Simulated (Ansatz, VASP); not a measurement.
**Cross-check of SiSnTeSe2 between VASP and Ansatz**

Aim: how closely do two programs agree when they are given the same cell, functional and k mesh? The cell is generated by rule, not measured, and may not be a known phase. The cell is taken from a series of runs on this material, whose earlier steps may have relaxed, scaled, displaced or heated it; both programs get it as it stands.

Program: Ansatz 0.2.0. Level of theory: plane waves, with VASP 6.6.1 beside it; relaxation of cell and atoms at LDA. Results are calculated unless marked as measured.

The structure was built from a prototype and need not be the compound's stable phase.

### Step 1. The structure

The structure is tetragonal, space group P4/mmm (No. 123). Conventional cell: a = 4.745 Å, b = 4.745 Å, c = 5.312 Å, α = 90.00°, β = 90.00°, γ = 90.00°. Nearest to Sn lie 4 Te at 3.36 Å. Nearest to Si lie 4 Se at 2.37 Å and 2 Te at 2.66 Å. Se has 2 Si at 2.37 Å nearest. Nearest to Te lie 2 Si at 2.66 Å and 4 Sn at 3.36 Å. Farther neighbours and most contacts between anions are not listed.

Coordinates:

```cif
data_structure
_symmetry_space_group_name_H-M 'P4/mmm'
_symmetry_Int_Tables_number 123
_cell_length_a 4.7449
_cell_length_b 4.7449
_cell_length_c 5.3123
_cell_angle_alpha 90.000
_cell_angle_beta 90.000
_cell_angle_gamma 90.000
_cell_volume 119.60
loop_
_atom_site_label
_atom_site_type_symbol
_atom_site_symmetry_multiplicity
_atom_site_Wyckoff_symbol
_atom_site_fract_x
_atom_site_fract_y
_atom_site_fract_z
_atom_site_occupancy
Sn1 Sn 1 a 0.00000 0.00000 0.00000 1
Si1 Si 1 d 0.50000 0.50000 0.50000 1
Se1 Se 2 e 0.50000 0.00000 0.50000 1
Te1 Te 1 c 0.50000 0.50000 0.00000 1
```

### Step 2. Ansatz: relaxation of cell and atoms, LDA

Ansatz runs on norm-conserving files, of PseudoDojo where its log says so.

The relaxed volume is the usual yardstick between codes: in a stiff, nearly cubic crystal its relative difference is about their pressure difference at one cell divided by the bulk modulus.

Contents of input.yaml:

```yaml
crystal:
  lattice:
    - [4.744916501, 0.0, 0.0]
    - [0.0, 4.744916501, 0.0]
    - [0.0, 0.0, 5.3123028754]
  atoms:
    - { symbol: Sn, position: [0.0, 0.0, 0.0] }
    - { symbol: Si, position: [0.5, 0.5, 0.5] }
    - { symbol: Se, position: [0.5, 0.0, 0.5] }
    - { symbol: Se, position: [0.0, 0.5, 0.5] }
    - { symbol: Te, position: [0.5, 0.5, 0.0] }
kpoints:
  mp_grid: { grid: [6, 6, 6] }
hamiltonian:
  xc: lda
  pseudopotentials: { kind: nc, accuracy: standard }
scf:
  occupations: { method: gaussian, width: 0.1 }
output:
  forces: true
  stress: true
  eigenvalues: true
relax:
  adjacent_minimum: "off"
  f_tol: 0.003
  max_steps: 80
  cell: { stress_tol: 0.03 }
```

The run is started by

```console
$ ansatz run input.yaml --threads 4 --pin off --max-ram 8192MiB --backend cpu --events-out ev --progress --plain --runs-dir out
```

Numbers of over 12 decimals in the logs are rounded to 6 here.

Log:

```text
Engine: ansatz 0.2.0, aarch64-unknown-linux-gnu
Pseudopotentials: kind: nc
Pseudopotential: Sn, nc, valence charge 14, recommended cutoff 979.609905 eV (normal), Sn.nc.azcp (PseudoDojo's, or run here from an input of PseudoDojo's; its table is named by hamiltonian.pseudopotentials.accuracy)
Pseudopotential: Si, nc, valence charge 4, recommended cutoff 435.38218 eV (normal), Si.nc.azcp (PseudoDojo's, or run here from an input of PseudoDojo's; its table is named by hamiltonian.pseudopotentials.accuracy)
Pseudopotential: Se, nc, valence charge 16, recommended cutoff 1170.089609 eV (normal), Se.nc.azcp (PseudoDojo's, or run here from an input of PseudoDojo's; its table is named by hamiltonian.pseudopotentials.accuracy)
Pseudopotential: Te, nc, valence charge 16, recommended cutoff 1120 eV (normal), Te.nc.azcp (PseudoDojo's, or run here from an input of PseudoDojo's; its table is named by hamiltonian.pseudopotentials.accuracy)
Functional definition: SPW92
  exchange = slater_x
  correlation = pw_c
Crystal: 5 atoms, lattice volume = 119.602 Å³
Basis set: ecut = 1170.089609 eV, 10853 PW (Γ)
Bands: 40, of which v1, the nominal top of the filled ones, is band 33 counted from 1 (32 counted from 0)
Symmetry: 16 space group operations
Space group: P4/mmm (ITA 123), of the structure as read, at distance tolerance 4.9e-5 Å
k-points: 40 of 216
Non-local potential: Sn, projectors of the file, l = 0: 2, l = 1: 2, l = 2: 2
Non-local potential: Si, projectors of the file, l = 0: 2, l = 1: 2, l = 2: 2
Non-local potential: Se, projectors of the file, l = 0: 2, l = 1: 2, l = 2: 2
Non-local potential: Te, projectors of the file, l = 0: 3, l = 1: 2, l = 2: 2, l = 3: 2
Initial density: superposition of atomic densities (chi_scale 0.1, normalization cell, long waves kept (reshape's long-wave potential 0.04 eV rms))
Initial wavefunctions: pseudopotential atomic-orbital guess
Functional: x = slater, c = lda
SCF iter   1: F=—  HF=-11694.991890 eV  |F-HF|=—  |Δ(HF+E_count)|=         —  Δρ=3.62e-2  dr2=3.58e0  ethr=3.10e-3  ⟨swp⟩=7.9  Hψ=6957  notcnv=0  defer=4
preconditioner: auto → Kerker (q_TF=auto, 2.471 Å⁻¹)  [metal: Δε(μ)=0.043 eV  Ē_g=8.768 eV  σ=0.100 eV  W_gap=0.23  n_scr=28 (ndim 8)  ℏωp=17.3 eV  f_vac=0.000  D(μ)=3.42/eV (n_scr^D=26)]
SCF iter   2: F=—  HF=-11694.274637 eV  |F-HF|=—  |Δ(HF+E_count)|=   7.17e-1  Δρ=1.79e-2  dr2=8.84e-1  ethr=3.10e-3  ⟨swp⟩=3.0  Hψ=2304  notcnv=0  defer=59
SCF iter   3: F=—  HF=-11694.040868 eV  |F-HF|=—  |Δ(HF+E_count)|=   2.34e-1  Δρ=3.96e-3  dr2=4.10e-2  ethr=1.34e-3  ⟨swp⟩=3.6  Hψ=2846  notcnv=0  defer=64
SCF iter   4: F=—  HF=-11694.032695 eV  |F-HF|=—  |Δ(HF+E_count)|=   8.17e-3  Δρ=1.42e-3  dr2=8.04e-3  ethr=6.22e-5  ⟨swp⟩=2.4  Hψ=2233  notcnv=0  defer=53
SCF iter   5: F=—  HF=-11694.029957 eV  |F-HF|=—  |Δ(HF+E_count)|=   2.74e-3  Δρ=5.24e-4  dr2=5.58e-4  ethr=1.22e-5  ⟨swp⟩=2.0  Hψ=2035  notcnv=0  defer=53
SCF iter   6: F=—  HF=-11694.029816 eV  |F-HF|=—  |Δ(HF+E_count)|=   1.42e-4  Δρ=1.85e-4  dr2=4.28e-5  ethr=8.45e-7  ⟨swp⟩=2.0  Hψ=2139  notcnv=0  defer=53
SCF iter   7: F=—  HF=-11694.030040 eV  |F-HF|=—  |Δ(HF+E_count)|=   2.24e-4  Δρ=5.14e-5  dr2=2.84e-6  ethr=6.49e-8  ⟨swp⟩=2.0  Hψ=2253  notcnv=0  defer=53
SCF iter   8: F=—  HF=-11694.030040 eV  |F-HF|=—  |Δ(HF+E_count)|=   2.38e-7  Δρ=1.04e-5  dr2=1.26e-7  ethr=4.30e-9  ⟨swp⟩=2.2  Hψ=2358  notcnv=0  defer=53
SCF iter   9: F=-11694.030040 eV  HF=-11694.030040 eV  |F-HF|=4.00e-11  |Δ(HF+E_count)|=   1.36e-8  Δρ=1.58e-6  dr2=2.28e-9  ethr=1.52e-10  ⟨swp⟩=13.5  Hψ=8099  notcnv=0
SCF 1 converged in 9 iterations: F = -11694.030040 eV  dr2 = 2.28e-9
relax step   1: F+E_penalty+E_count = -11694.03003990 eV  Δ(F+E_penalty+E_count) = +0.000e0 eV  max|allowed force component| = 5.510e-27 eV/Å  Δτ_max = 0.0000 Å  P = -0.002 GPa  Ω = 119.602 Å³  (9 SCF iters, dr2 threshold 1.00e-7 eV, accepted)
Initial density: handed on by an earlier stage of this run
Initial wavefunctions: pseudopotential atomic-orbital guess (no wavefunctions were taken with the density)
iter 1 solved again at ethr=6.36e-7 eV; its pass at ethr=3.10e-3 eV (dr2=4.20e-4 eV) is discarded
SCF iter   1: F=—  HF=-11694.029815 eV  |F-HF|=—  |Δ(HF+E_count)|=         —  Δρ=1.95e-6  dr2=3.67e-9  ethr=6.36e-7  ⟨swp⟩=3.6  Hψ=11666  notcnv=0
eigensolver tolerance schedule: the retry pair's looser diagonalisation over-reported the residual by 114256.37 of it (diagonalisation noise at an unbounded share of the residual, at the tolerance the schedule requests for it); recorded, not acted on — ethr = c·dr2/N_el stays at c = 1.0e-1
preconditioner: auto → Kerker (q_TF=auto, 2.471 Å⁻¹)  [metal: Δε(μ)=0.046 eV  Ē_g=8.892 eV  σ=0.100 eV  W_gap=0.25  n_scr=28 (ndim 8)  ℏωp=17.3 eV  f_vac=0.000  D(μ)=2.12/eV (n_scr^D=14)]
SCF iter   2: F=—  HF=-11694.030040 eV  |F-HF|=—  |Δ(HF+E_count)|=   2.25e-4  Δρ=1.36e-6  dr2=1.78e-9  ethr=5.56e-12  ⟨swp⟩=5.3  Hψ=5726  notcnv=0
SCF iter   3: F=—  HF=-11694.030040 eV  |F-HF|=—  |Δ(HF+E_count)|=  1.27e-10  Δρ=8.07e-7  dr2=7.08e-10  ethr=2.70e-12  ⟨swp⟩=1.2  Hψ=1608  notcnv=0
SCF iter   4: F=—  HF=-11694.030040 eV  |F-HF|=—  |Δ(HF+E_count)|=  3.64e-12  Δρ=1.93e-7  dr2=3.36e-11  ethr=1.07e-12  ⟨swp⟩=2.0  Hψ=1956  notcnv=0
SCF iter   5: F=-11694.030040 eV  HF=-11694.030040 eV  |F-HF|=1.82e-12  |Δ(HF+E_count)|=  7.28e-12  Δρ=5.95e-8  dr2=4.07e-12  ethr=1.00e-12  ⟨swp⟩=10.2  Hψ=9118  notcnv=0
SCF 2 converged in 5 iterations: F = -11694.030040 eV  dr2 = 4.07e-12
relax step   2: F+E_penalty+E_count = -11694.03003990 eV  Δ(F+E_penalty+E_count) = -4.711e-10 eV  max|allowed force component| = 5.794e-27 eV/Å  Δτ_max = 0.0000 Å  P = -0.002 GPa  Ω = 119.602 Å³  stress off target by 6.49e-3 GPa  SCF on the basis re-selected at this cell (its energy is not comparable with the rows above)  (5 SCF iters)
basis re-selected at this cell: Δ(F+E_penalty+E_count) = -4.711e-10 eV, ΔP = -0.000 GPa vs the last step (what re-selecting the basis moved, of the pressure what is left beyond the Pulay correction that the steps carried, after the strain that the cell walked since its last selection, with what the two solves' SCF thresholds leave and, on support functions, any second-order correction that the steps lacked; it is no  [...]
SCF converged after 5 iterations
Free energy (F): -11694.030040 eV
Harris-Foulkes:  -11694.030040 eV  (|F-HF|=1.82e-12)
Internal energy: -11694.019415 eV  (E = F + TS)
E sigma→0 (E₀):  -11694.024728 eV
Entropy (-TS):   -0.010624 eV (-2.125 meV/atom)
Fermi energy:    9.692447 eV
--- Per-component energies (eV) ---
  E_band       = -1043.270451
  E_kinetic    = 7127.109383
  E_local      = -8477.524065  (includes V_loc(G=0)·N_el)
  E_nonlocal   = -4145.814217
  E_hartree    = 3085.232638
  E_xc         = -2590.352424
  E_vxc        = -1717.506906  (∫ρ·V_xc dr)
  E_ewald      = -6692.670731
  E_smearing   = -0.010624  (= −TS)
  E_closure    = 0.000000  (closes the sum)
  Σ components = -11694.030040   (vs F -11694.030040, Δ=0.00e0)
--- Forces (eV/Å), atoms counted from 1 ---
  atom   1  Sn     0.00000000    -0.00000000    -0.00000000
  atom   2  Si    -0.00000000     0.00000000     0.00000000
  atom   3  Se    -0.00000000    -0.00000000     0.00000000
  atom   4  Se    -0.00000000     0.00000000     0.00000000
  atom   5  Te    -0.00000000    -0.00000000    -0.00000000
  max |Σ_I F_I| component: 1.65e-26 eV/Å
--- Stress (GPa, compression-positive) ---
       -0.005912      -0.000000      -0.000000
       -0.000000      -0.005912      -0.000000
       -0.000000      -0.000000       0.006493
  P = ⅓ Tr σ = -0.0018 GPa (-0.018 kbar)
--- Band table (eV; the first three rows and the last of 40) ---
  k-point 0: bands = [... 29 lower, 7.8962, 8.4806, 8.7265, 8.8595, 8.8595, 12.8829, 13.5868, 13.5868, ... 3 higher]
  k-point 1: bands = [... 29 lower, 7.6731, 8.3513, 8.8442, 8.8442, 9.3786, 12.0429, 13.3889, 13.3889, ... 3 higher]
  k-point 2: bands = [... 29 lower, 7.2283, 8.1232, 8.8853, 8.8853, 10.1717, 10.8951, 13.0035, 13.0035, ... 3 higher]
  k-point 39: bands = [... 29 lower, 8.5315, 9.9560, 9.9560, 10.5426, 10.6760, 11.8140, 11.8140, 12.6038, ... 3 higher]
--- Relaxed structure (1 steps of the walk, 1 accepted, 1 SCFs on fresh bases) ---
  F+E_penalty+E_count = -11694.03003990 eV   max|allowed force component| = 5.794e-27 eV/Å   (the final SCF, on the basis selected at the relaxed cell)
  cell:  # Å, volume = 119.6024 Å³
    - [4.744916501, 0.0, 0.0]
    - [0.0, 4.744916501, 0.0]
    - [0.0, 0.0, 5.3123028754]
  atoms:
    - { symbol: Sn, position: [0.0, 0.0, 0.0] }
    - { symbol: Si, position: [0.5, 0.5, 0.500000] }
    - { symbol: Se, position: [0.5, 0.0, 0.500000] }
    - { symbol: Se, position: [0.0, 0.5, 0.500000] }
    - { symbol: Te, position: [0.5, 0.5, 0.0] }
```

(Continued in part 2 of 2.)

[Lines on the potential files, build, host, timing and source positions are cut from VASP's logs without a mark.]

[Logs are printed without paths, hosts, clocks, repeated set-up lines and the standing remarks that a program may print on its own settings, such as how far it seeks lower states.]

[Hosts, paths, dates, database ids (printed as entryN), source tags and the programs' standing remarks are cut or masked in the printed files.]
